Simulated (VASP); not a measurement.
An input for Quantum ESPRESSO's pw.x (written as the equivalent of a VASP run, and not itself run):

```
&CONTROL
  calculation = 'relax'
  pseudo_dir = './pseudo'
  outdir = './out'
  tprnfor = .true.
  tstress = .true.
  nstep = 30
  forc_conv_thr = 3.9e-05
/
&SYSTEM
  ibrav = 0
  nat = 3
  ntyp = 2
  ecutwfc = 86
  occupations = 'smearing'
  smearing = 'gaussian'
  degauss = 0.003675
  input_dft = 'pz'
/
&ELECTRONS
  conv_thr = 7.3e-10
  electron_maxstep = 100
/
&IONS
/
ATOMIC_SPECIES
  Sn 118.710 Sn.upf
  Se 78.971 Se.upf
CELL_PARAMETERS angstrom
     1.9037373   -3.2973699    0.0000000
     1.9037373    3.2973699    0.0000000
    -0.0000000    0.0000000    5.8835585
ATOMIC_POSITIONS crystal
  Sn   0.0000000  0.0000000  0.0000000
  Se   0.3333330  0.6666670  0.2681258
  Se   0.6666670  0.3333330  0.7318742
K_POINTS automatic
  6 6 4 0 0 0
```

Q: Translate this input to VASP (INCAR, KPOINTS, POSCAR, choice of POTCAR).

A: This is not unique; one that fits is 
POSCAR:
```
SnSe2
1
    1.9037372537    -3.2973698586     0.0000000000
    1.9037372537     3.2973698586     0.0000000000
   -0.0000000000     0.0000000000     5.8835585362
Sn Se
1 2
Direct
  0.0000000000   0.0000000000   0.0000000000
  0.3333330000   0.6666670000   0.2681258303
  0.6666670000   0.3333330000   0.7318741697
```

### KPOINTS
```
Automatic mesh
0
G
 6 6 4
```

INCAR:
```
LCHARG = F
NELM = 100
LASPH = T   # aspherical one-centre terms
LWAVE = F
ENCUT = 400
LMAXMIX = 4
EDIFF = 1E-8   # SCF stop (eV)
ALGO = Normal
LREAL = F   # projection in real space or not
SIGMA = 0.05
SYSTEM = SnSe2
IBRION = 1
EDIFFG = -0.001   # ionic stop
PREC = Accurate
NSW = 30   # most ionic steps
ISMEAR = 0
ISIF = 2
```

POTCAR, in this order: Sn_d Se (LDA.64 set). Program: vasp_std.

What does not carry over: the potentials are each code's own (VASP's PAW set, PseudoDojo norm-conserving files in pw.x), so ENCUT and ecutwfc are chosen apart and not converted; conv_thr bounds pw.x's estimated SCF error, while EDIFF bounds the energy change between steps; forc_conv_thr acts on force components and is met together with etot_conv_thr.

The compound is SnSe2 in the 1T layered structure. This run relaxes the ions in a fixed cell. Symmetry was kept, so distortions that lower it aren't found. The start is the result of an earlier pass.
